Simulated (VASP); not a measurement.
OSZICAR of a VASP run on TlBi2 (space group P6/mmm):

**OSZICAR**
```
       N       E                     dE             d eps       ncg     rms          rms(c)
DAV:   1     0.344747331827E+03    0.34475E+03   -0.17182E+04  1758   0.134E+03
DAV:   2     0.136147714041E+02   -0.33113E+03   -0.32816E+03  1938   0.409E+02
DAV:   3    -0.113927555374E+02   -0.25008E+02   -0.24574E+02  2074   0.132E+02
DAV:   4    -0.120669559448E+02   -0.67420E+00   -0.67040E+00  2144   0.233E+01
DAV:   5    -0.120899119294E+02   -0.22956E-01   -0.22952E-01  2468   0.366E+00    0.219E+00
DAV:   6    -0.120599305741E+02    0.29981E-01   -0.53786E-02  1967   0.208E+00    0.151E+00
DAV:   7    -0.120520503731E+02    0.78802E-02   -0.29318E-02  1933   0.149E+00    0.422E-01
DAV:   8    -0.120515200435E+02    0.53033E-03   -0.28447E-03  1939   0.461E-01    0.265E-02
DAV:   9    -0.120515261097E+02   -0.60662E-05   -0.11526E-04  2342   0.743E-02    0.125E-02
DAV:  10    -0.120515254082E+02    0.70157E-06   -0.13797E-05  2239   0.407E-02    0.462E-03
DAV:  11    -0.120515249214E+02    0.48677E-06   -0.19687E-06  1279   0.130E-02
   1 F= -.12051525E+02 E0= -.12043246E+02  d E =-.120515E+02
       N       E                     dE             d eps       ncg     rms          rms(c)
DAV:   1    -0.185180041876E+02   -0.64665E+01   -0.14935E+02  1833   0.141E+02    0.136E+01
DAV:   2    -0.128974197487E+02    0.56206E+01   -0.14006E+01  1787   0.468E+01    0.487E+00
DAV:   3    -0.121323434916E+02    0.76508E+00   -0.33213E+00  2005   0.224E+01    0.166E+00
DAV:   4    -0.121360662285E+02   -0.37227E-02   -0.13154E-01  2057   0.225E+00    0.932E-01
DAV:   5    -0.121413585666E+02   -0.52923E-02   -0.16400E-02  2020   0.960E-01    0.342E-01
DAV:   6    -0.121430665548E+02   -0.17080E-02   -0.33951E-03  2095   0.314E-01    0.314E-02
DAV:   7    -0.121430598505E+02    0.67042E-05   -0.13469E-04  2175   0.105E-01    0.153E-02
DAV:   8    -0.121430563621E+02    0.34884E-05   -0.15970E-05  1536   0.211E-02    0.289E-03
DAV:   9    -0.121430562080E+02    0.15411E-06   -0.83262E-07  1011   0.798E-03
   2 F= -.12143056E+02 E0= -.12135875E+02  d E =-.915313E-01
       N       E                     dE             d eps       ncg     rms          rms(c)
DAV:   1    -0.124158451200E+02   -0.27279E+00   -0.70564E+00  1858   0.353E+01    0.275E+00
DAV:   2    -0.121900652567E+02    0.22578E+00   -0.45705E-01  1816   0.852E+00    0.106E+00
DAV:   3    -0.121507503257E+02    0.39315E-01   -0.16603E-01  1932   0.499E+00    0.463E-01
DAV:   4    -0.121509081704E+02   -0.15784E-03   -0.84923E-03  1804   0.563E-01    0.694E-02
DAV:   5    -0.121508858211E+02    0.22349E-04   -0.26494E-03  2157   0.562E-01    0.706E-02
DAV:   6    -0.121508266196E+02    0.59201E-04   -0.25121E-04  1896   0.200E-01    0.103E-02
DAV:   7    -0.121508263130E+02    0.30665E-06   -0.95075E-06  1835   0.238E-02
   3 F= -.12150826E+02 E0= -.12143377E+02  d E =-.993014E-01
       N       E                     dE             d eps       ncg     rms          rms(c)
DAV:   1    -0.121523679029E+02   -0.15413E-02   -0.40518E-02  1834   0.260E+00    0.212E-01
DAV:   2    -0.121510143754E+02    0.13535E-02   -0.28081E-03  1818   0.664E-01    0.807E-02
DAV:   3    -0.121507871288E+02    0.22725E-03   -0.97002E-04  1908   0.382E-01    0.341E-02
DAV:   4    -0.121507884514E+02   -0.13226E-05   -0.56621E-05  1830   0.445E-02    0.469E-03
DAV:   5    -0.121507880959E+02    0.35553E-06   -0.12597E-05  1969   0.368E-02    0.612E-03
DAV:   6    -0.121507880389E+02    0.56932E-07   -0.94232E-07   931   0.112E-02
   4 F= -.12150788E+02 E0= -.12143359E+02  d E =-.992631E-01
       N       E                     dE             d eps       ncg     rms          rms(c)
DAV:   1    -0.121543785190E+02   -0.35904E-02   -0.10032E-01  2020   0.368E+00    0.305E-01
DAV:   2    -0.121515362118E+02    0.28423E-02   -0.60773E-03  2009   0.971E-01    0.129E-01
DAV:   3    -0.121509036064E+02    0.63261E-03   -0.22340E-03  2077   0.561E-01    0.541E-02
DAV:   4    -0.121508967623E+02    0.68440E-05   -0.19211E-04  1901   0.103E-01    0.807E-03
DAV:   5    -0.121508963099E+02    0.45242E-06   -0.25411E-05  2260   0.482E-02    0.609E-03
DAV:   6    -0.121508962218E+02    0.88101E-07   -0.18127E-06  1072   0.158E-02
   5 F= -.12150896E+02 E0= -.12143603E+02  d E =-.108183E-03
       N       E                     dE             d eps       ncg     rms          rms(c)
DAV:   1    -0.121509105815E+02   -0.14272E-04   -0.39148E-04  2035   0.230E-01    0.193E-02
DAV:   2    -0.121508992954E+02    0.11286E-04   -0.24028E-05  1997   0.613E-02    0.822E-03
DAV:   3    -0.121508967727E+02    0.25226E-05   -0.88956E-06  1990   0.355E-02    0.342E-03
DAV:   4    -0.121508967363E+02    0.36399E-07   -0.68729E-07   891   0.661E-03
   6 F= -.12150897E+02 E0= -.12143595E+02  d E =-.108697E-03
       N       E                     dE             d eps       ncg     rms          rms(c)
DAV:   1    -0.121509184417E+02   -0.21669E-04   -0.64407E-04  2018   0.293E-01    0.244E-02
DAV:   2    -0.121509000549E+02    0.18387E-04   -0.39109E-05  2009   0.781E-02    0.103E-02
DAV:   3    -0.121508960175E+02    0.40373E-05   -0.14543E-05  2035   0.451E-02    0.437E-03
DAV:   4    -0.121508959663E+02    0.51182E-07   -0.11265E-06   926   0.841E-03
   7 F= -.12150896E+02 E0= -.12143583E+02  d E =-.107927E-03
       N       E                     dE             d eps       ncg     rms          rms(c)
DAV:   1    -0.121509058704E+02   -0.98529E-05   -0.32701E-04  2010   0.209E-01    0.174E-02
DAV:   2    -0.121508964968E+02    0.93736E-05   -0.19846E-05  1970   0.557E-02    0.731E-03
DAV:   3    -0.121508944483E+02    0.20485E-05   -0.73941E-06  1894   0.322E-02    0.316E-03
DAV:   4    -0.121508944271E+02    0.21170E-07   -0.64032E-07   881   0.623E-03
   8 F= -.12150894E+02 E0= -.12143573E+02  d E =-.106388E-03
       N       E                     dE             d eps       ncg     rms          rms(c)
DAV:   1    -0.121508990301E+02   -0.45818E-05   -0.10644E-04  2024   0.120E-01    0.100E-02
DAV:   2    -0.121508960553E+02    0.29749E-05   -0.64736E-06  1708   0.318E-02    0.429E-03
DAV:   3    -0.121508953572E+02    0.69810E-06   -0.22134E-06   903   0.186E-02
   9 F= -.12150895E+02 E0= -.12143578E+02  d E =-.107318E-03
       N       E                     dE             d eps       ncg     rms          rms(c)
DAV:   1    -0.121512466226E+02   -0.35057E-03   -0.11002E-02  1968   0.100E+00    0.870E-02
DAV:   2    -0.121510004255E+02    0.24620E-03   -0.48868E-04  1997   0.266E-01    0.446E-02
DAV:   3    -0.121509166135E+02    0.83812E-04   -0.24929E-04  2142   0.178E-01    0.152E-02
DAV:   4    -0.121509165872E+02    0.26288E-07   -0.29224E-05  1930   0.508E-02    0.346E-03
DAV:   5    -0.121509163140E+02    0.27320E-06   -0.22427E-06  1234   0.171E-02
  10 F= -.12150916E+02 E0= -.12143696E+02  d E =-.209568E-04
```

Q: Which electronic solver shows in the log?

A: It is blocked Davidson (ALGO = Normal, or the opening steps of other solvers). The INCAR had ALGO = Normal.

Q: Can the final energy be trusted as converged?

A: The calculation finished and met its thresholds. It stopped with EDIFF = 1E-6, NELM = 100, NSW = 50 and EDIFFG = -0.01 after 10 ionic steps (LDA (Ceperley-Alder, Perdew-Zunger), plane waves, VASP's LDA PAW potentials (set 64)). At this cut-off the stress carries a Pulay error, which pulls relaxed volumes low. Energy and stress use the plane-wave basis of the starting cell.

The structure comes from a computed database's TlBi2 entry (P6/mmm); how it stands against other phases isn't given here. This run relaxes it. Symmetry was kept, so distortions that lower it aren't found. The run is one of a series of settings (EDIFFG = -0.01, IBRION = 2, ISIF = 3, NSW = 50 against the base run), some of them coarse on purpose. The electron count is odd and the run is not spin-polarised, which forces a metal.
